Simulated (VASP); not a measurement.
OSZICAR of a VASP run on Al₂O₃ (corundum):

File OSZICAR:
```
       N       E                     dE             d eps       ncg     rms          rms(c)
DAV:   1     0.205776718144E+03    0.20578E+03   -0.20313E+04  7928   0.508E+02
DAV:   2    -0.760531163844E+02   -0.28183E+03   -0.26888E+03  9630   0.166E+02
DAV:   3    -0.858299002085E+02   -0.97768E+01   -0.96738E+01  9336   0.258E+01
DAV:   4    -0.859013959351E+02   -0.71496E-01   -0.71477E-01  9176   0.238E+00
DAV:   5    -0.859023317959E+02   -0.93586E-03   -0.93583E-03  9424   0.267E-01    0.165E+01
DAV:   6    -0.787317570721E+02    0.71706E+01   -0.46702E+00  8760   0.102E+01    0.554E+00
DAV:   7    -0.786998808094E+02    0.31876E-01   -0.57031E-01  9528   0.207E+00    0.335E+00
DAV:   8    -0.786652246994E+02    0.34656E-01   -0.76950E-02  9120   0.101E+00    0.470E-01
DAV:   9    -0.786637885985E+02    0.14361E-02   -0.28496E-03 10192   0.238E-01    0.306E-01
DAV:  10    -0.786643792415E+02   -0.59064E-03   -0.86663E-04  9064   0.757E-02    0.915E-02
DAV:  11    -0.786643099963E+02    0.69245E-04   -0.10991E-04  9392   0.385E-02    0.274E-02
DAV:  12    -0.786643103910E+02   -0.39465E-06   -0.53615E-06  8976   0.686E-03    0.496E-03
DAV:  13    -0.786643099036E+02    0.48731E-06   -0.26544E-07  9696   0.185E-03    0.224E-03
DAV:  14    -0.786643097090E+02    0.19462E-06   -0.63216E-08  7904   0.788E-04    0.633E-04
DAV:  15    -0.786643097413E+02   -0.32247E-07   -0.36852E-09  5112   0.189E-04
   1 F= -.78664310E+02 E0= -.78664310E+02  d E =-.147351E-32
 imaginary and real dielectric function
```

Q: Which electronic solver shows in the log?

A: It is blocked Davidson (ALGO = Normal, or the opening steps of other solvers). The INCAR had ALGO = Normal.

Q: Can the final energy be trusted as converged?

A: The run converged. It stopped with EDIFF = 1E-7, NELM = 100 (PBEsol GGA, plane waves, VASP's PBE PAW potentials (set 64)).

The compound is Al2O3 in the corundum structure. It was relaxed first.
